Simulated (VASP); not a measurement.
Computed with vdW-DF2, VASP's PBE PAW potentials (set 64) (plane waves; VASP).

VASP input:

### KPOINTS
```
K-points
0
gamma
  13 13 7
```

INCAR:
```
! general
SYSTEM   = Mg
PREC     = Accurate
ENCUT    = 520   ! plane-wave cut-off (eV)
LREAL    = .FALSE.   ! projection in real space or not
LASPH    = .TRUE.

! electronic loop
EDIFF    = 1E-7   ! SCF stop (eV)
NELM     = 100   ! most electronic steps
ALGO     = Normal   ! blocked Davidson

! smearing
ISMEAR   = 1
SIGMA    = 0.1   ! width (eV)

! functional
GGA      = ML
LUSE_VDW = .TRUE.
AGGAC    = 0.0
ZAB_VDW  = -1.8867

! ions
IBRION   = 2
NSW      = 30
ISIF     = 4
EDIFFG   = -0.01   ! ionic stop

! output
LWAVE    = .FALSE.
LCHARG   = .FALSE.
```

File POSCAR:
```
Mg
1.0
  1.5729467889  -2.7244242011   0.0000000000
  1.5729467889   2.7244242011   0.0000000000
  0.0000000000   0.0000000000   5.0041496233
Mg
2
Direct
  0.3333330000   0.6666670000   0.2500000000
  0.6666670000   0.3333330000   0.7500000000
```

POTCAR, in this order: Mg (PBE.64 set). Program: vasp_std.

Output of the run:

OUTCAR:
```
 ion  position               nearest neighbor table
   1  0.333  0.667  0.250-   2 3.09   2 3.09   2 3.09   2 3.09   2 3.09   2 3.09
   2  0.667  0.333  0.750-   1 3.09   1 3.09   1 3.09   1 3.09   1 3.09   1 3.09
  LATTYP: Found a hexagonal cell.
 ALAT       =     3.1458939633
 C/A-ratio  =     1.5906924015
 Subroutine PRICEL returns:
 Original cell was already a primitive cell.
 Subroutine GETGRP returns: Found 24 space group operations
The static configuration has the point symmetry D_3d.
 The point group associated with its full space group is D_6h.
The dynamic configuration has the point symmetry D_3d.
 Subroutine INISYM returns: Found 24 space group operations
 Subroutine IBZKPT returns following result:
 Found     84 irreducible k-points:

 Following reciprocal coordinates:
            Coordinates               Weight
  0.000000  0.000000  0.000000      1.000000
  0.076923 -0.000000  0.000000      6.000000
  0.153846 -0.000000  0.000000      6.000000
  0.230769 -0.000000  0.000000      6.000000
  0.307692 -0.000000  0.000000      6.000000
  0.384615 -0.000000  0.000000      6.000000
  0.461538  0.000000  0.000000      6.000000
  0.076923  0.076923  0.000000      6.000000
  0.153846  0.076923  0.000000     12.000000
  0.230769  0.076923  0.000000     12.000000
  0.307692  0.076923  0.000000     12.000000
  0.384615  0.076923  0.000000     12.000000
  0.461538  0.076923  0.000000      6.000000
  0.153846  0.153846  0.000000      6.000000
  0.230769  0.153846  0.000000     12.000000
  0.307692  0.153846  0.000000     12.000000
  0.384615  0.153846  0.000000     12.000000
  0.230769  0.230769  0.000000      6.000000
  0.307692  0.230769  0.000000     12.000000
  0.384615  0.230769  0.000000      6.000000
  0.307692  0.307692  0.000000      6.000000
  0.000000  0.000000  0.142857      2.000000
  0.076923 -0.000000  0.142857     12.000000
  0.153846 -0.000000  0.142857     12.000000
  0.230769 -0.000000  0.142857     12.000000
  0.307692 -0.000000  0.142857     12.000000
  0.384615 -0.000000  0.142857     12.000000
  0.461538  0.000000  0.142857     12.000000
  0.076923  0.076923  0.142857     12.000000
  0.153846  0.076923  0.142857     24.000000
  0.230769  0.076923  0.142857     24.000000
  0.307692  0.076923  0.142857     24.000000
  0.384615  0.076923  0.142857     24.000000
  0.461538  0.076923  0.142857     12.000000
  0.153846  0.153846  0.142857     12.000000
  0.230769  0.153846  0.142857     24.000000
  0.307692  0.153846  0.142857     24.000000
  0.384615  0.153846  0.142857     24.000000
  0.230769  0.230769  0.142857     12.000000
  0.307692  0.230769  0.142857     24.000000
   k-points           NKPTS =     84   k-points in BZ     NKDIM =     84   number of bands    NBANDS=      6
   number of dos      NEDOS =    301   number of ions     NIONS =      2
   total plane-waves  NPLWV =  23040
   dimension x,y,z NGX =    24 NGY =   24 NGZ =   40
   dimension x,y,z NGXF=    48 NGYF=   48 NGZF=   80
   ions per type =               2
   PREC   = accura    normal or accurate (medium, high low for compatibility)
   ISTART =      0    job   : 0-new  1-cont  2-samecut
   ICHARG =      2    charge: 1-file 2-atom 10-const
   ISPIN  =      1    spin polarized calculation?
   LNONCOLLINEAR =      F non collinear calculations
   LSORBIT =      F    spin-orbit coupling
   INIWAV =      1    electr: 0-lowe 1-rand  2-diag
   ENCUT  =  520.0 eV  38.22 Ry    6.18 a.u.   5.85  5.85  9.30*2*pi/ulx,y,z
   NELM   =    100;   NELMIN=  2; NELMDL= -5     # of ELM steps
   EDIFF  = 0.1E-06   stopping-criterion for ELM
   LREAL  =      F    real-space projection
...
```

File OSZICAR:
```
       N       E                     dE             d eps       ncg     rms          rms(c)
DAV:   1     0.361867783527E+01    0.36187E+01   -0.13710E+03  1008   0.481E+02
DAV:   2     0.728244006447E+00   -0.28904E+01   -0.27457E+01  1308   0.288E+01
DAV:   3     0.699339245112E+00   -0.28905E-01   -0.28322E-01  1428   0.350E+00
DAV:   4     0.699270852920E+00   -0.68392E-04   -0.68390E-04  1452   0.155E-01
DAV:   5     0.699270579360E+00   -0.27356E-06   -0.27354E-06  1380   0.847E-03    0.771E-01
DAV:   6     0.679740234751E+00   -0.19530E-01   -0.90615E-03  1194   0.885E-01    0.521E-01
DAV:   7     0.667939557879E+00   -0.11801E-01   -0.18542E-02  1116   0.139E+00    0.529E-02
DAV:   8     0.668073045634E+00    0.13349E-03   -0.10391E-04  1350   0.108E-01    0.171E-02
DAV:   9     0.668071594918E+00   -0.14507E-05   -0.18342E-05  1386   0.549E-02    0.166E-03
DAV:  10     0.668071008033E+00   -0.58688E-06   -0.34867E-07  1380   0.675E-03    0.139E-03
DAV:  11     0.668070852920E+00   -0.15511E-06   -0.18393E-07  1242   0.374E-03    0.112E-04
DAV:  12     0.668070874550E+00    0.21630E-07   -0.11391E-09   732   0.353E-04
   1 F= 0.66807087E+00 E0= 0.66883782E+00  d E =0.668071E+00
       N       E                     dE             d eps       ncg     rms          rms(c)
DAV:   1     0.667255436911E+00   -0.81542E-03   -0.20759E-03  1380   0.246E-01    0.146E-02
DAV:   2     0.667250672462E+00   -0.47644E-05   -0.11196E-05  1206   0.266E-02    0.976E-03
DAV:   3     0.667247606735E+00   -0.30657E-05   -0.47619E-06  1200   0.244E-02    0.280E-04
DAV:   4     0.667247588959E+00   -0.17776E-07   -0.80108E-09  1092   0.879E-04
   2 F= 0.66724759E+00 E0= 0.66798756E+00  d E =-.823286E-03
       N       E                     dE             d eps       ncg     rms          rms(c)
DAV:   1     0.666790470049E+00   -0.45714E-03   -0.44496E-03  1374   0.359E-01    0.209E-02
DAV:   2     0.666780523419E+00   -0.99466E-05   -0.24109E-05  1170   0.388E-02    0.140E-02
DAV:   3     0.666774165719E+00   -0.63577E-05   -0.97125E-06  1188   0.349E-02    0.399E-04
DAV:   4     0.666774138306E+00   -0.27413E-07   -0.14716E-08  1260   0.118E-03
   3 F= 0.66677414E+00 E0= 0.66732595E+00  d E =-.129674E-02
```

File OUTCAR:
```
------------------------ aborting loop because EDIFF is reached ----------------------------------------
  FORCE on cell =-STRESS in cart. coord.  units (eV):
  Direction    XX          YY          ZZ          XY          YZ          ZX
  --------------------------------------------------------------------------------------
  Total        0.6583873      0.6583875      0.6744075      0.0000000      0.0000000      0.0000000
  in kB       24.5947809     24.5947895     25.1932345      0.0000000      0.0000000      0.0000000
  external PRESSURE =      24.7942683 kB  Pullay stress =       0.0000000 kB
  volume of cell :       42.89
      direct lattice vectors                 reciprocal lattice vectors
     1.565121896 -2.710871117  0.000000000     0.319463935 -0.184442557  0.000000000
     1.565121896  2.710871117 -0.000000000     0.319463935  0.184442557  0.000000000
     0.000000000  0.000000000  5.054311562     0.000000000  0.000000000  0.197850882
 POSITION                                       TOTAL-FORCE (eV/Angst)
 -----------------------------------------------------------------------------------
      1.56512      0.90363      1.26358         0.000000     -0.000000      0.000000
      1.56512     -0.90363      3.79073        -0.000000      0.000000      0.000000
 -----------------------------------------------------------------------------------
    total drift:                                0.000000     -0.000006      0.000001
  FREE ENERGIE OF THE ION-ELECTRON SYSTEM (eV)
  ---------------------------------------------------
  free  energy   TOTEN  =         0.6667741383 eV

  energy  without entropy=        0.6684295739  energy(sigma->0) =        0.66732595

 reached required accuracy - stopping structural energy minimisation
```
(Selected blocks of OUTCAR.)

**CONTCAR**
```
Mg
   1.00000000000000
     1.5651218956137252   -2.7108711174305395    0.0000000000000000
     1.5651218956137252    2.7108711174305395   -0.0000000000000000
     0.0000000000000000    0.0000000000000000    5.0543115623079533
  Mg
     2
Direct
     0.3333330000000032    0.6666669999999968    0.2500000000000000
     0.6666669999999968    0.3333330000000032    0.7500000000000000
```

File OUTCAR:
```
 val. band max:        2.9670258411   @ k =   0.4615   0.0000   0.2857

 cond. band min:       2.9820628169   @ k =   0.3077  -0.0000   0.0000


 Fermi energy:         2.9785885556

 k-point     1 :       0.0000    0.0000    0.0000
  band No.  band energies     occupation
      1      -4.2959      2.00000
      2       1.2221      2.00000
      3       1.6882      2.00000
      4      14.2123      0.00000
      5      14.2123      0.00000
      6      14.3677      0.00000

 k-point     2 :       0.0769   -0.0000    0.0000
  band No.  band energies     occupation
      1      -4.1744      2.00000
      2       1.3318      2.00000
      3       1.8063      2.00000
      4      12.0912      0.00000
      5      13.0926      0.00000
      6      13.9166      0.00000

 k-point     3 :       0.1538   -0.0000    0.0000
  band No.  band energies     occupation
      1      -3.8109      2.00000
      2       1.6614      2.00000
      3       2.1565      2.00000
      4       9.6694      0.00000
      5      12.0946      0.00000
      6      12.7520      0.00000

 k-point     4 :       0.2308   -0.0000    0.0000
  band No.  band energies     occupation
      1      -3.2081      2.00000
      2       2.2112      2.00000
      3       2.7219      2.00171
      4       7.3980      0.00000
      5      11.2967      0.00000
      6      11.5234      0.00000

 k-point     5 :       0.3077   -0.0000    0.0000
  band No.  band energies     occupation
      1      -2.3710      2.00000
      2       2.9821      0.94124
      3       3.4130     -0.00000
      4       5.4024      0.00000
      5      10.1866      0.00000
      6      10.1996      0.00000

 k-point     6 :       0.3846   -0.0000    0.0000
  band No.  band energies     occupation
      1      -1.3063      2.00000
      2       3.0364      0.18050
      3       3.9740     -0.00000
      4       4.8748     -0.00000
      5       8.3160      0.00000
      6       8.7375      0.00000
...
```

The compound is Mg in the hcp structure. This cell is one point of a volume scan, at 0.94 of the reference volume. Symmetry was kept, so distortions that lower it aren't found.
